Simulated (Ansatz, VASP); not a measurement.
# AlN: VASP beside Ansatz, part 4 of 4

One calculation is typed for both programs; each brings its own data sets. How far apart do they land? The cell is taken from a series of runs on this material, whose earlier steps may have relaxed, scaled, displaced or heated it; both programs get it as it stands.

VASP 6.6.1 and Ansatz 0.2.0.

So far: The structure; Ansatz: zone-centre phonons, PBE, pair 1; VASP: zone-centre phonons, PBE, pair 1; Differences.

## 5. VASP: zone-centre phonons, PBE, pair 2

Level of this step: PBE; plane waves and PAW (Al, N) (VASP).

Second derivatives magnify differences that forces hide, and they need a tight electronic threshold. The cell compared in this pair holds 43.15 Å³, against 41.87 Å³ for the pair before.

Contents of INCAR:

```
SYSTEM = AlN
PREC = Accurate
ENCUT = 600
EDIFF = 1E-08
NELM = 120
ISMEAR = 0
SIGMA = 0.01
LREAL = .FALSE.
ALGO = Normal
GGA = PE
NBANDS = 14
LORBIT = 11
LWAVE = .FALSE.
LCHARG = .FALSE.
ISIF = 2
IBRION = 8
LEPSILON = .TRUE.
LASPH = .TRUE.
GGA_COMPAT = .FALSE.
EFERMI = MIDGAP
KPAR = 2
```

Contents of POSCAR:

```
AlN
1.0
    3.1431627571      0.0000000000      0.0000000000
   -1.5715813786      2.7220587959      0.0000000000
    0.0000000000      0.0000000000      5.0428767147
Al N
2 2
Direct
    0.3333333333      0.6666666667      0.9993507713
    0.6666666667      0.3333333333      0.4993507713
    0.3333333333      0.6666666667      0.3806492287
    0.6666666667      0.3333333333      0.8806492287
```

Contents of KPOINTS:

```
Automatic mesh
0
Gamma
9 9 4
0 0 0
```

The projector-augmented-wave data sets are Al and N (PBE family, release 64).

On the command line:

```bash
mpirun -np 2 vasp_std
```

Numbers of over 12 decimals in the logs are rounded to 6 here.

The log of the run:

```text
[... set-up lines as in an earlier step ...]
 entering main loop
       N       E                     dE             d eps       ncg     rms          rms(c)
DAV:   1     0.536637552214E+02    0.53664E+02   -0.79788E+03  1008   0.113E+03
DAV:   2    -0.300060545857E+02   -0.83670E+02   -0.75987E+02  1420   0.226E+02
DAV:   3    -0.343738591816E+02   -0.43678E+01   -0.43488E+01  1392   0.549E+01
DAV:   4    -0.344074755470E+02   -0.33616E-01   -0.33608E-01  1140   0.533E+00
[...]
DAV:  15    -0.297784742164E+02   -0.27054E-07   -0.19249E-07  1350   0.354E-03    0.422E-04
DAV:  16    -0.297784742027E+02    0.13683E-07   -0.84780E-09   756   0.802E-04    0.174E-04
DAV:  17    -0.297784742025E+02    0.21612E-09   -0.69019E-10   720   0.365E-04
   1 F= -.29778474E+02 E0= -.29778474E+02  d E =0.000000E+00
 Linear response reoptimize wavefunctions to high precision
DAV:   1    -0.297784742023E+02    0.23249E-09   -0.51120E-11   780   0.673E-05
DAV:   2    -0.297784742023E+02   -0.18304E-10   -0.88413E-12   726   0.275E-05
 Linear response G [H, r] |phi>, progress :
  Direction:   1
[...]
RMM:  11    -0.238633292200E+00    0.32145E-09   -0.22624E-08  8374   0.124E-04    0.374E-07
 first order change of Fermi-energy  -0.63826E-04
 force on displaced ion       3 direction 1 : -14.410  -0.000  -0.000
 Born effective charge ion    3 direction 1 :  -2.518   0.000   0.000
 Linear response progress:
  Degree of freedom:   4/  4
       N       E                     dE             d eps       ncg     rms          rms(c)
RMM:   1    -0.250514789368E+00   -0.25051E+00    0.24031E-01  2413   0.323E+00
RMM:   2    -0.250931588508E+00   -0.41680E-03   -0.33909E-03  1920   0.454E-01    0.176E-01
RMM:   3    -0.251272251013E+00   -0.34066E-03   -0.16527E-03  1906   0.238E-01    0.810E-02
RMM:   4    -0.252577272708E+00   -0.13050E-02   -0.85767E-04  2024   0.156E-01    0.231E-02
[...]
RMM:  13    -0.252810757099E+00   -0.15238E-08   -0.13573E-07  2047   0.222E-04    0.248E-07
RMM:  14    -0.252810756209E+00    0.88946E-09   -0.14518E-07  1615   0.221E-04    0.141E-07
RMM:  15    -0.252810756385E+00   -0.17563E-09   -0.14181E-07  1470   0.221E-04    0.315E-08
 first order change of Fermi-energy   0.84148E+00
 force on displaced ion       3 direction 3 :   0.000  -0.000 -18.283
 Born effective charge ion    3 direction 3 :   0.000  -0.000  -2.676
 Born effective charges drift removed
 Linear response finished
```

OUTCAR, selected parts (step 5):

```text
  Total       -0.7786638     -0.7786638     -0.7641414      0.0000000      0.0000000      0.0000000
  in kB      -28.9146454    -28.9146454    -28.3753742      0.0000000      0.0000000      0.0000000
[...]
3.143162757  0.000000000  0.000000000     0.318150881  0.183684497  0.000000000
    -1.571581379  2.722058796  0.000000000     0.000000000  0.367368993  0.000000000
     0.000000000  0.000000000  5.042876715     0.000000000  0.000000000  0.198299514

 POSITION                                       TOTAL-FORCE (eV/Angst)
 -----------------------------------------------------------------------------------
     -0.00000      1.81471      5.03960         0.000000      0.000000     -0.000559
      1.57158      0.90735      2.51816         0.000000     -0.000000     -0.000559
     -0.00000      1.81471      1.91957         0.000000     -0.000000      0.000559
      1.57158      0.90735      4.44101        -0.000000     -0.000000      0.000559
 -----------------------------------------------------------------------------------
    total drift:                               -0.000000      0.000000      0.000291

 MACROSCOPIC STATIC DIELECTRIC TENSOR (including local field effects in DFT)
 ------------------------------------------------------
           4.502651    -0.000000     0.000000
          -0.000000     4.502651     0.000000
           0.000000     0.000000     4.724586
 ------------------------------------------------------

 MACROSCOPIC STATIC DIELECTRIC TENSOR IONIC CONTRIBUTION
 ------------------------------------------------------
           3.874405    -0.000000     0.000000
          -0.000000     3.874405    -0.000000
           0.000000    -0.000000     5.201303
 ------------------------------------------------------

[... 1 part as in an earlier step ...]
```

## 6. Ansatz: zone-centre phonons, PBE, pair 2

The same cell, functional and mesh now go to Ansatz, which takes its cutoff from its data sets.

The cell is taken from a series of runs on this material, whose earlier steps may have relaxed, scaled, displaced or heated it; both programs get it as it stands.

Contents of input.yaml:

```yaml
crystal:
  lattice:
    - [3.1431627571, 0.0, 0.0]
    - [-1.5715813786, 2.7220587959, 0.0]
    - [0.0, 0.0, 5.0428767147]
  atoms:
    - { symbol: Al, position: [0.3333333333, 0.6666666667, -0.0006492287] }
    - { symbol: Al, position: [0.6666666667, 0.3333333333, 0.4993507713] }
    - { symbol: "N", position: [0.3333333333, 0.6666666667, 0.3806492287] }
    - { symbol: "N", position: [0.6666666667, 0.3333333333, 0.8806492287] }
kpoints:
  mp_grid: { grid: [9, 9, 4] }
hamiltonian:
  xc: pbe
  pseudopotentials: { kind: nc, accuracy: standard }
scf:
  occupations: { method: fixed }
output:
  eigenvalues: true
phonons:
  method: dfpt
  dielectric: true
  rigid_motions: translations
```

On the command line:

```bash
ansatz run input.yaml --threads 4 --pin off --max-ram 7168MiB --backend cpu --events-out ev --progress --plain --runs-dir out
```

The log of the run:

```text
[...]
Crystal: 4 atoms, lattice volume = 43.146 Å³
Basis set: ecut = 1142.878222 eV, 3825 PW (Γ), exchange–correlation on 72×72×120 points (8 copies of the dense FFT grid, shifted against one another)
Bands: 12, of which v1, the nominal top of the filled ones, is band 8 counted from 1 (7 counted from 0)
Symmetry: 12 space group operations
k-points: 95 of 324 (irreducible under 2 space group operations, time reversal used)
[...]
optical modes at Γ + LO–TO along q̂ = [1.0000, 0.0000, 0.0000]:
      ω (cm⁻¹)  modes    IR ((D/Å)²/amu)
[...]
optical modes at Γ + LO–TO along q̂ = [0.0000, 1.0000, 0.0000]:
      ω (cm⁻¹)  modes    IR ((D/Å)²/amu)
[...]
optical modes at Γ + LO–TO along q̂ = [0.0000, 0.0000, 1.0000]:
      ω (cm⁻¹)  modes    IR ((D/Å)²/amu)
[...]
628.18      2             0.0000
        641.46      2            62.9208
        698.42      1             0.0000
        849.93      1            35.5967
[key lines of the parts left out:]
SCF converged after 9 iterations
Free energy (F): -696.300206 eV
Fermi energy:    6.788697 eV
```

## 7. Comparison

Compared:

```
                                     quantity  Ansatz   VASP  difference
                                        ε∞ xx    4.46   4.50     -0.87 %
                                        ε∞ yy    4.46   4.50     -0.87 %
                                        ε∞ zz    4.68   4.72     -0.89 %
Born charge of Al1 (mean of the diagonal) (e)    2.56   2.57       -0.01
 Born charge of N3 (mean of the diagonal) (e)   -2.56  -2.57       +0.01
                   optical mode 1 to 2 (cm⁻¹)   237.5  237.2     +0.15 %
                        optical mode 3 (cm⁻¹)   529.0  528.6     +0.09 %
                        optical mode 4 (cm⁻¹)   588.7  583.7     +0.86 %
                   optical mode 5 to 6 (cm⁻¹)   628.2  622.7     +0.88 %
                   optical mode 7 to 8 (cm⁻¹)   641.5  636.4     +0.79 %
                        optical mode 9 (cm⁻¹)   698.4  697.2     +0.17 %
```

Modes are paired by rising frequency, not by their patterns, so a pair may set unlike modes beside each other; they are those without the splitting of longitudinal modes.

## 8. Outcome

```json
{
  "r.m.s. difference of the optical zone-centre modes, each program's sorted by frequency (zone-centre phonons, PBE, pair 1)": "4.0 cm⁻¹",
  "difference in optical mode 5 to 6 (zone-centre phonons, PBE, pair 1)": "+0.9 %",
  "r.m.s. difference of the optical zone-centre modes, each program's sorted by frequency (zone-centre phonons, PBE, pair 2)": "3.9 cm⁻¹",
  "difference in ε∞ zz (zone-centre phonons, PBE, pair 2)": "-0.9 %"
}
```

What this shows: The r.m.s. difference of the optical zone-centre modes, each program's sorted by frequency is 4.0 cm⁻¹ (zone-centre phonons, PBE, pair 1). Among the rows given in per cent, the largest difference of the zone-centre phonons, PBE, pair 1 pair is in optical mode 5 to 6, +0.9 %. Among the rows given in per cent, the largest difference of the zone-centre phonons, PBE, pair 2 pair is in ε∞ zz, -0.9 %. Such differences can come from data sets, numerical settings and the points named under the comparisons, not from the functional's error against experiment.

[Lines on the potential files, build, host, timing and source positions are cut from VASP's logs without a mark.]

[Logs are printed without paths, hosts, clocks, repeated set-up lines and the standing remarks that a program may print on its own settings, such as how far it seeks lower states.]

[Hosts, paths, dates, database ids (printed as entryN), source tags and the programs' standing remarks are cut or masked in the printed files.]
